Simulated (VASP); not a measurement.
Output of a VASP run:

File OUTCAR:
```
 ion  position               nearest neighbor table
   1  0.000  0.000  0.000-   3 2.26   3 2.26   3 2.26   2 2.26   3 2.26   2 2.26   2 2.26   2 2.26
  LATTYP: Found a face centered cubic cell.
 ALAT       =     5.2250449424
 Subroutine PRICEL returns:
 Original cell was already a primitive cell.
 Subroutine GETGRP returns: Found 48 space group operations
The static configuration has the point symmetry O_h .
The dynamic configuration has the point symmetry O_h .
 Subroutine INISYM returns: Found 48 space group operations
 Subroutine IBZKPT returns following result:
 Found     47 irreducible k-points:

 Following reciprocal coordinates:
            Coordinates               Weight
  0.000000  0.000000  0.000000      1.000000
  0.100000  0.000000  0.000000      8.000000
  0.200000  0.000000  0.000000      8.000000
  0.300000  0.000000  0.000000      8.000000
  0.400000  0.000000  0.000000      8.000000
  0.500000  0.000000  0.000000      4.000000
  0.100000  0.100000  0.000000      6.000000
  0.200000  0.100000  0.000000     24.000000
  0.300000  0.100000  0.000000     24.000000
  0.400000  0.100000  0.000000     24.000000
  0.500000  0.100000  0.000000     24.000000
 -0.400000  0.100000  0.000000     24.000000
 -0.300000  0.100000  0.000000     24.000000
 -0.200000  0.100000  0.000000     24.000000
 -0.100000  0.100000  0.000000     12.000000
  0.200000  0.200000  0.000000      6.000000
  0.300000  0.200000  0.000000     24.000000
  0.400000  0.200000  0.000000     24.000000
  0.500000  0.200000  0.000000     24.000000
 -0.400000  0.200000  0.000000     24.000000
 -0.300000  0.200000  0.000000     24.000000
 -0.200000  0.200000  0.000000     12.000000
  0.300000  0.300000  0.000000      6.000000
  0.400000  0.300000  0.000000     24.000000
  0.500000  0.300000  0.000000     24.000000
 -0.400000  0.300000  0.000000     24.000000
 -0.300000  0.300000  0.000000     12.000000
  0.400000  0.400000  0.000000      6.000000
  0.500000  0.400000  0.000000     24.000000
 -0.400000  0.400000  0.000000     12.000000
  0.500000  0.500000  0.000000      3.000000
  0.300000  0.200000  0.100000     24.000000
  0.400000  0.200000  0.100000     48.000000
  0.500000  0.200000  0.100000     48.000000
 -0.400000  0.200000  0.100000     24.000000
  0.400000  0.300000  0.100000     24.000000
  0.500000  0.300000  0.100000     48.000000
 -0.400000  0.300000  0.100000     48.000000
 -0.300000  0.300000  0.100000     48.000000
 -0.200000  0.300000  0.100000     24.000000
   k-points           NKPTS =     47   k-points in BZ     NKDIM =     47   number of bands    NBANDS=     12
   number of dos      NEDOS =    301   number of ions     NIONS =      3
   total plane-waves  NPLWV =  21952
   dimension x,y,z NGX =    28 NGY =   28 NGZ =   28
   dimension x,y,z NGXF=    56 NGYF=   56 NGZF=   56
   ions per type =               1   2
   PREC   = accura    normal or accurate (medium, high low for compatibility)
   ISTART =      0    job   : 0-new  1-cont  2-samecut
   ICHARG =      2    charge: 1-file 2-atom 10-const
   ISPIN  =      1    spin polarized calculation?
   LNONCOLLINEAR =      F non collinear calculations
   LSORBIT =      F    spin-orbit coupling
   INIWAV =      1    electr: 0-lowe 1-rand  2-diag
   ENCUT  =  520.0 eV  38.22 Ry    6.18 a.u.   6.87  6.87  6.87*2*pi/ulx,y,z
   NELM   =    100;   NELMIN=  2; NELMDL= -5     # of ELM steps
   EDIFF  = 0.1E-06   stopping-criterion for ELM
   LREAL  =      F    real-space projection
   NLSPLINE    = F    spline interpolate recip. space projectors
   LMAXMIX     =    4 max onsite mixed and CHGCAR
   VOSKOWN=      0    Vosko Wilk Nusair interpolation
   EDIFFG = 0.1E-05   stopping-criterion for IOM
   NSW    =      0    number of steps for IOM
   NBLOCK =      1;   KBLOCK =      1    inner block; outer block
   IBRION =     -1    ionic relax: 0-MD 1-quasi-New 2-CG
   NFREE  =      0    steps in history (QN), initial steepest desc. (CG)
...
```

### OSZICAR
```
       N       E                     dE             d eps       ncg     rms          rms(c)
DAV:   1     0.725758529740E+02    0.72576E+02   -0.72332E+03  1128   0.139E+03
DAV:   2    -0.185198723740E+02   -0.91096E+02   -0.84942E+02  1128   0.266E+02
DAV:   3    -0.232076063282E+02   -0.46877E+01   -0.44452E+01  1452   0.688E+01
DAV:   4    -0.233245274549E+02   -0.11692E+00   -0.11663E+00  1376   0.103E+01
DAV:   5    -0.233280083122E+02   -0.34809E-02   -0.34802E-02  1460   0.185E+00    0.152E+01
DAV:   6    -0.256479747422E+02   -0.23200E+01   -0.32633E+01  1400   0.127E+02    0.150E+01
DAV:   7    -0.219809492736E+02    0.36670E+01   -0.14224E+01  1488   0.101E+02    0.426E+00
DAV:   8    -0.219396770900E+02    0.41272E-01   -0.74471E-01  1244   0.692E+00    0.171E+00
DAV:   9    -0.219103589989E+02    0.29318E-01   -0.10515E-01  1468   0.726E+00    0.453E-01
DAV:  10    -0.219101920139E+02    0.16698E-03   -0.79849E-03  1488   0.144E+00    0.195E-01
DAV:  11    -0.219098935066E+02    0.29851E-03   -0.12931E-03  1464   0.810E-01    0.420E-02
DAV:  12    -0.219098916281E+02    0.18786E-05   -0.54504E-05  1500   0.850E-02    0.966E-03
DAV:  13    -0.219098919524E+02   -0.32430E-06   -0.20061E-06  1768   0.199E-02    0.745E-03
DAV:  14    -0.219098917764E+02    0.17595E-06   -0.57717E-07  1468   0.164E-02    0.155E-03
DAV:  15    -0.219098917791E+02   -0.27396E-08   -0.45068E-08   712   0.311E-03
   1 F= -.21909892E+02 E0= -.21910240E+02  d E =0.104538E-02
```

File OUTCAR:
```
------------------------ aborting loop because EDIFF is reached ----------------------------------------
  FORCE on cell =-STRESS in cart. coord.  units (eV):
  Direction    XX          YY          ZZ          XY          YZ          ZX
  --------------------------------------------------------------------------------------
  Total        1.4113286      1.4113286      1.4113286      0.0000000      0.0000000     -0.0000000
  in kB       63.4057469     63.4057469     63.4057469      0.0000000      0.0000000     -0.0000000
  external PRESSURE =      63.4057469 kB  Pullay stress =       0.0000000 kB
  volume of cell :       35.66
      direct lattice vectors                 reciprocal lattice vectors
     0.000000000  2.612522471  2.612522471    -0.191385914  0.191385914  0.191385914
     2.612522471  0.000000000  2.612522471     0.191385914 -0.191385914  0.191385914
     2.612522471  2.612522471  0.000000000     0.191385914  0.191385914 -0.191385914
 POSITION                                       TOTAL-FORCE (eV/Angst)
 -----------------------------------------------------------------------------------
      0.00000      0.00000      0.00000        -0.000000     -0.000000     -0.000000
      1.30626      1.30626      1.30626         0.000000      0.000000      0.000000
      3.91878      3.91878      3.91878        -0.000000     -0.000000     -0.000000
 -----------------------------------------------------------------------------------
    total drift:                               -0.000000     -0.000000      0.000000
  FREE ENERGIE OF THE ION-ELECTRON SYSTEM (eV)
  ---------------------------------------------------
  free  energy   TOTEN  =       -21.9098917791 eV

  energy  without entropy=      -21.9109371602  energy(sigma->0) =      -21.91024024
```
(Selected blocks of OUTCAR.)

File POSCAR:
```
CoSi2
1
    0.0000000000     2.6125224712     2.6125224712
    2.6125224712     0.0000000000     2.6125224712
    2.6125224712     2.6125224712     0.0000000000
Co Si
1 2
Direct
  0.0000000000   0.0000000000   0.0000000000
  0.2500000000   0.2500000000   0.2500000000
  0.7500000000   0.7500000000   0.7500000000
```

### Question
Write an INCAR and KPOINTS that could have produced this output.

### Answer
One answer among several that fit: the input of the run itself, LDA (Ceperley-Alder, Perdew-Zunger), plane waves, VASP's LDA PAW potentials (set 64).

**INCAR**
```
LCHARG = .False.
SIGMA = 0.1   ! width (eV)
SYSTEM = CoSi2
LREAL = .False.   ! projection in real space or not
ISMEAR = 1
NELM = 100   ! most electronic steps
LASPH = .True.   ! aspherical one-centre terms
PREC = Accurate
LMAXMIX = 4   ! l cut-off of mixed one-centre charges
LWAVE = .False.
ISIF = 2   ! forces and stress, cell fixed
EDIFF = 1E-7
ENCUT = 520   ! plane-wave cut-off (eV)
ALGO = Normal   ! blocked Davidson
```

KPOINTS:
```
kpoints
0
G
 10 10 10
```

POTCAR, in this order: Co Si (LDA.64 set). Program: vasp_std.

The compound is CoSi2 in the fluorite structure. This cell is one point of a volume scan, at 0.97 of the reference volume. The run is not spin-polarised, so no magnetic state was tried. The electron count is odd and the run is not spin-polarised, which forces a metal.
